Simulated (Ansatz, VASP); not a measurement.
## AlC3: VASP beside Ansatz

```xyz
4
Lattice="3.3289 0.0000 0.0000 0.0000 3.3289 0.0000 0.0000 0.0000 3.3289" Properties=species:S:1:pos:R:3 pbc="T T T"
Al    0.0000    0.0000    0.0000
C     0.0000    1.6644    1.6644
C     1.6644    0.0000    1.6644
C     1.6644    1.6644    0.0000
```

Alike in both runs: task relaxation of cell and atoms; functional PBE; k mesh 6 × 6 × 6; occupations gaussian, width 0.1 eV; no spin polarisation.

|  | VASP | Ansatz |
| --- | --- | --- |
| version | VASP 6.6.1 | Ansatz 0.2.0 |
| potentials or method | VASP PAW PBE potentials, release 64 (Al, C) | scalar-relativistic, plane waves, PAW |
| plane-wave cutoff (eV) | 600 | 420 |
| valence electrons in the cell | 15 | 15 |

|  | VASP | Ansatz | Ansatz less VASP |
| --- | --- | --- | --- |
| gap on the k mesh at the Fermi level, each at its own relaxed structure (eV) | none | none | - |
| relaxed volume (Å³/atom) | 8.31 | 8.34 | +0.025 |
| relaxed cell length with the largest relative difference (Å) | 3.216 | 3.219 | +0.0032 |
| energy change over the relaxation (meV/atom) | -46 | -45 | +0.8 |

A gap of «none» marks a metal or a gap that the smearing closes.
